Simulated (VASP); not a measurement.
Calculation: r2SCAN meta-GGA, VASP's PBE PAW potentials (set 64) (plane waves; VASP).

Input for VASP

POSCAR:
```
TiGe2
1
   -1.6784692649     1.6784692649     4.2586781033
    1.6784692649    -1.6784692649     4.2586781033
    1.6784692649     1.6784692649    -4.2586781033
Ti Ge
1 2
Direct
  0.0000000000   0.0000000000   0.0000000000
  0.3365659780   0.3365659780   0.0000000000
  0.6634340220   0.6634340220   0.0000000000
```

KPOINTS:
```
Automatic mesh
0
Gamma
14 14 14
0 0 0
```

### INCAR
```
NELM = 100
ISIF = 2
NEDOS = 601   # DOS grid
LWAVE = .FALSE.
EDIFF = 1E-7   # SCF stop (eV)
METAGGA = R2SCAN
ALGO = Normal
LMIXTAU = .TRUE.
LMAXMIX = 4   # l cut-off of mixed one-centre charges
LEFG = .TRUE.
ENCUT = 400   # plane-wave cut-off (eV)
LCHARG = .FALSE.
LORBIT = 11   # lm-projected
LASPH = .TRUE.   # aspherical one-centre terms
PREC = Accurate
SYSTEM = TiGe2
LREAL = .FALSE.   # projection in real space or not
ISMEAR = -5   # tetrahedra, Bloechl
```

KPOINTS_OPT:
```
k-points along high-symmetry lines
6
Line-mode
Reciprocal
  0.000000   0.000000   0.000000 ! GAMMA
  0.000000   0.000000   0.500000 ! X

  0.000000   0.000000   0.500000 ! X
  0.250000   0.250000   0.250000 ! P

  0.250000   0.250000   0.250000 ! P
  0.000000   0.500000   0.000000 ! N

  0.000000   0.500000   0.000000 ! N
  0.000000   0.000000   0.000000 ! GAMMA

  0.000000   0.000000   0.000000 ! GAMMA
  0.500000   0.500000  -0.500000 ! M

  0.500000   0.500000  -0.500000 ! M
  0.291733   0.708267  -0.291733 ! S

 -0.291733   0.291733   0.291733 ! S_0
  0.000000   0.000000   0.000000 ! GAMMA

  0.000000   0.000000   0.500000 ! X
 -0.083466   0.083466   0.500000 ! R

  0.500000   0.500000  -0.083466 ! G
  0.500000   0.500000  -0.500000 ! M
```

POTCAR, in this order: Ti_sv Ge_d (PBE.64 set). Program: vasp_std.

The run wrote:

OUTCAR:
```
 ion  position               nearest neighbor table
   1  0.000  0.000  0.000-   3 2.75   3 2.75   3 2.75   2 2.75   3 2.75   2 2.75   2 2.75   2 2.75
                             2 2.87   3 2.87
   2  0.337  0.337  0.000-   1 2.75   1 2.75   1 2.75   1 2.75   3 2.78   3 2.79   3 2.79   3 2.79
                             3 2.79   1 2.87
   3  0.663  0.663  0.000-   1 2.75   1 2.75   1 2.75   1 2.75   2 2.78   2 2.79   2 2.79   2 2.79
                             2 2.79   1 2.87
  LATTYP: Found a body centered tetragonal cell.
 ALAT       =     3.3569385298
 C/A-ratio  =     2.5372392527
 Subroutine PRICEL returns:
 Original cell was already a primitive cell.
 Subroutine GETGRP returns: Found 16 space group operations
The static configuration has the point symmetry D_4h.
The dynamic configuration has the point symmetry D_4h.
 Subroutine INISYM returns: Found 16 space group operations
 Subroutine IBZKPT returns following result:
 Found    244 irreducible k-points:

 Following reciprocal coordinates:
            Coordinates               Weight
  0.000000  0.000000  0.000000      1.000000
  0.071429 -0.000000  0.000000      8.000000
  0.142857  0.000000  0.000000      8.000000
  0.214286  0.000000 -0.000000      8.000000
  0.285714  0.000000  0.000000      8.000000
  0.357143  0.000000  0.000000      8.000000
  0.428571  0.000000 -0.000000      8.000000
  0.500000  0.000000  0.000000      4.000000
  0.071429  0.071429  0.000000      8.000000
  0.142857  0.071429 -0.000000     16.000000
  0.214286  0.071429  0.000000     16.000000
  0.285714  0.071429  0.000000     16.000000
  0.357143  0.071429  0.000000     16.000000
  0.428571  0.071429  0.000000     16.000000
  0.500000  0.071429  0.000000     16.000000
 -0.428571  0.071429  0.000000     16.000000
 -0.357143  0.071429  0.000000     16.000000
 -0.285714  0.071429  0.000000     16.000000
 -0.214286  0.071429 -0.000000     16.000000
 -0.142857  0.071429 -0.000000     16.000000
 -0.071429  0.071429  0.000000      4.000000
  0.142857  0.142857  0.000000      8.000000
  0.214286  0.142857  0.000000     16.000000
  0.285714  0.142857  0.000000     16.000000
  0.357143  0.142857 -0.000000     16.000000
  0.428571  0.142857  0.000000     16.000000
  0.500000  0.142857  0.000000     16.000000
 -0.428571  0.142857 -0.000000     16.000000
 -0.357143  0.142857  0.000000     16.000000
 -0.285714  0.142857  0.000000     16.000000
 -0.214286  0.142857 -0.000000     16.000000
 -0.142857  0.142857  0.000000      4.000000
  0.214286  0.214286 -0.000000      8.000000
  0.285714  0.214286  0.000000     16.000000
  0.357143  0.214286 -0.000000     16.000000
  0.428571  0.214286  0.000000     16.000000
  0.500000  0.214286  0.000000     16.000000
 -0.428571  0.214286  0.000000     16.000000
 -0.357143  0.214286  0.000000     16.000000
 -0.285714  0.214286 -0.000000     16.000000
   k-points           NKPTS =    244   k-points in BZ     NKDIM =    244   number of bands    NBANDS=     24
   number of dos      NEDOS =    601   number of ions     NIONS =      3
   total plane-waves  NPLWV =  32768
   dimension x,y,z NGX =    32 NGY =   32 NGZ =   32
   dimension x,y,z NGXF=    64 NGYF=   64 NGZF=   64
   ions per type =               1   2
   PREC   = accura    normal or accurate (medium, high low for compatibility)
   ISTART =      0    job   : 0-new  1-cont  2-samecut
   ICHARG =      2    charge: 1-file 2-atom 10-const
   ISPIN  =      1    spin polarized calculation?
   LNONCOLLINEAR =      F non collinear calculations
   LSORBIT =      F    spin-orbit coupling
   INIWAV =      1    electr: 0-lowe 1-rand  2-diag
   ENCUT  =  400.0 eV  29.40 Ry    5.42 a.u.   7.95  7.95  7.95*2*pi/ulx,y,z
...
```

**OSZICAR**
```
       N       E                     dE             d eps       ncg     rms          rms(c)
DAV:   1     0.267572126933E+03    0.26757E+03   -0.18667E+04 13240   0.388E+03
DAV:   2    -0.786247344654E+01   -0.27543E+03   -0.27322E+03 11728   0.633E+02
DAV:   3    -0.473287409567E+02   -0.39466E+02   -0.39202E+02 15856   0.183E+02
DAV:   4    -0.488241509801E+02   -0.14954E+01   -0.14924E+01 15608   0.380E+01
DAV:   5    -0.488604543630E+02   -0.36303E-01   -0.36274E-01 16176   0.555E+00    0.116E+01
DAV:   6    -0.424145906249E+02    0.64459E+01   -0.30418E+01 15768   0.396E+01    0.464E+00
DAV:   7    -0.413834841006E+02    0.10311E+01   -0.75683E+00 14472   0.156E+01    0.248E+00
DAV:   8    -0.410756272458E+02    0.30786E+00   -0.10832E+00 13152   0.474E+00    0.813E-01
DAV:   9    -0.412747364814E+02   -0.19911E+00   -0.37998E-01 12384   0.360E+00    0.739E-01
DAV:  10    -0.413231478051E+02   -0.48411E-01   -0.66908E-02 12704   0.168E+00    0.282E-01
DAV:  11    -0.413175616941E+02    0.55861E-02   -0.12649E-02 14288   0.747E-01    0.127E-01
DAV:  12    -0.413239512851E+02   -0.63896E-02   -0.49450E-03 11896   0.502E-01    0.404E-02
DAV:  13    -0.413239065145E+02    0.44771E-04   -0.52631E-04 13104   0.157E-01    0.144E-02
DAV:  14    -0.413240064169E+02   -0.99902E-04   -0.16689E-04 12368   0.110E-01    0.114E-02
DAV:  15    -0.413240377850E+02   -0.31368E-04   -0.50281E-05 12848   0.608E-02    0.274E-03
DAV:  16    -0.413240292432E+02    0.85418E-05   -0.30632E-06 14608   0.131E-02    0.265E-03
DAV:  17    -0.413240384660E+02   -0.92227E-05   -0.38538E-06 13120   0.101E-02    0.723E-04
DAV:  18    -0.413240363467E+02    0.21192E-05   -0.58436E-07 12600   0.620E-03    0.543E-04
DAV:  19    -0.413240371893E+02   -0.84255E-06   -0.78466E-08  7568   0.232E-03    0.219E-04
DAV:  20    -0.413240371706E+02    0.18686E-07   -0.35525E-08  6720   0.146E-03
   1 F= -.41324037E+02 E0= -.41324037E+02  d E =0.000000E+00
       N       E                     dE             ncg
```

**OUTCAR**
```
------------------------ aborting loop because EDIFF is reached ----------------------------------------
  FORCE on cell =-STRESS in cart. coord.  units (eV):
  Direction    XX          YY          ZZ          XY          YZ          ZX
  --------------------------------------------------------------------------------------
  Total       -0.0063455     -0.0063455      0.0388560      0.0000000      0.0000000      0.0000000
  in kB       -0.2118422     -0.2118422      1.2972006      0.0000000      0.0000000      0.0000000
  external PRESSURE =       0.2911720 kB  Pullay stress =       0.0000000 kB
  volume of cell :       47.99
      direct lattice vectors                 reciprocal lattice vectors
    -1.678469265  1.678469265  4.258678103     0.000000000  0.297890471  0.117407324
     1.678469265 -1.678469265  4.258678103     0.297890471  0.000000000  0.117407324
     1.678469265  1.678469265 -4.258678103     0.297890471  0.297890471  0.000000000
 POSITION                                       TOTAL-FORCE (eV/Angst)
 -----------------------------------------------------------------------------------
      0.00000      0.00000      0.00000         0.000000      0.000000      0.000000
      0.00000      0.00000      2.86665        -0.000000     -0.000000      0.019400
      0.00000      0.00000      5.65070         0.000000      0.000000     -0.019400
 -----------------------------------------------------------------------------------
    total drift:                                0.000000      0.000000     -0.000000
  FREE ENERGIE OF THE ION-ELECTRON SYSTEM (eV)
  ---------------------------------------------------
  free  energy   TOTEN  =       -41.3240371706 eV

  energy  without entropy=      -41.3240371706  energy(sigma->0) =      -41.32403717

 total charge

# of ion       s       p       d       tot
------------------------------------------
    1        2.159   6.136   1.906  10.201
    2        1.146   1.179  10.052  12.378
    3        1.146   1.179  10.052  12.378
--------------------------------------------------
tot          4.452   8.495  22.010  34.956

 Electric field gradients after diagonalization (V/A^2)
 (convention: |V_zz| > |V_xx| > |V_yy|)
----------------------------------------------------------------------
 ion       V_xx      V_yy      V_zz     asymmetry (V_yy - V_xx)/ V_zz
----------------------------------------------------------------------
   1      -5.908    -5.902    11.810       0.001
   2      -4.739    -4.738     9.477       0.000
   3      -4.739    -4.738     9.477       0.000
```
(Selected blocks of OUTCAR.)

For a metal the tetrahedron method with Blöchl corrections gives inexact stress and forces.

The structure was generated: TiGe2 was put into the MoSi2 type (I4/mmm), which need not be its known phase. It was relaxed first, which changed the volume by +7 %.
